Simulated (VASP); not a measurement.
Input for VASP

### KPOINTS
```
Automatic mesh
0
Gamma
4 4 4
0 0 0
```

### POSCAR
```
Ba3Al
1.0
 -2.8227840000   2.8227840000   6.2875920000
  2.8227840000  -2.8227840000   6.2875920000
  2.8227840000   2.8227840000  -6.2875920000
Ba Al
3 1
Direct
  0.5000000000   0.5000000000   0.0000000000
  0.7500000000   0.2500000000   0.5000000000
  0.2500000000   0.7500000000   0.5000000000
  0.0000000000   0.0000000000   0.0000000000
```

**INCAR**
```
# general
SYSTEM   =  Ba3Al
PREC     =  Accurate
ENCUT    =  300
LREAL    =  .FALSE.   # projection in real space or not
LASPH    =  .TRUE.

# electronic loop
EDIFF    =  1E-6
NELM     =  100   # most electronic steps
ALGO     =  Normal   # blocked Davidson
LMAXMIX  =  4   # l cut-off of mixed one-centre charges

# smearing
ISMEAR   =  0   # Gaussian
SIGMA    =  0.2   # width (eV)

# functional
GGA      =  PE

# ions
IBRION   =  2
NSW      =  50   # most ionic steps
ISIF     =  3   # ions, shape and volume
EDIFFG   =  -0.01

# output
LWAVE    =  .FALSE.
LCHARG   =  .FALSE.
```

POTCAR, in this order: Ba_sv Al (PBE.64 set). Program: vasp_std.

Write an equivalent input for Ansatz.

One equivalent input (not run):
Ansatz 0.2 input:
```yaml
crystal:
  lattice:
    - [-2.8227840, 2.8227840, 6.2875920]
    - [2.8227840, -2.8227840, 6.2875920]
    - [2.8227840, 2.8227840, -6.2875920]
  atoms:
    - { symbol: Ba, position: [0.5000000, 0.5000000, 0.0000000] }
    - { symbol: Ba, position: [0.7500000, 0.2500000, 0.5000000] }
    - { symbol: Ba, position: [0.2500000, 0.7500000, 0.5000000] }
    - { symbol: Al, position: [0.0000000, 0.0000000, 0.0000000] }
kpoints:
  mp_grid: { grid: [4, 4, 4] }
hamiltonian:
  xc: pbe
  pseudopotentials: { kind: paw }
scf:
  occupations: { method: gaussian, width: 0.2 }
  max_iter: 100
relax:
  max_steps: 50
  f_tol: 0.01
  cell: {}
output: { forces: true, stress: true, eigenvalues: true }
```
Limits of the translation: each code has its own PAW files, so the cut-off isn't converted (ENCUT is set for VASP's; basis.ecutwfc is left out, and Ansatz then takes the one that its files recommend); Ansatz stops its SCF on the density residual and VASP on the energy change (EDIFF).

The structure was generated: Ba3Al was put into an ordered model structure, which need not be its known phase. This run relaxes it. Symmetry was kept, so distortions that lower it aren't found. The k-mesh is coarse (spacing up to 0.39 per Å, 2π included), so the numbers may not be converged in it. The run is one of a series of settings (EDIFFG = -0.01, IBRION = 2, ISIF = 3, NSW = 50 against the base run), some of them coarse on purpose.
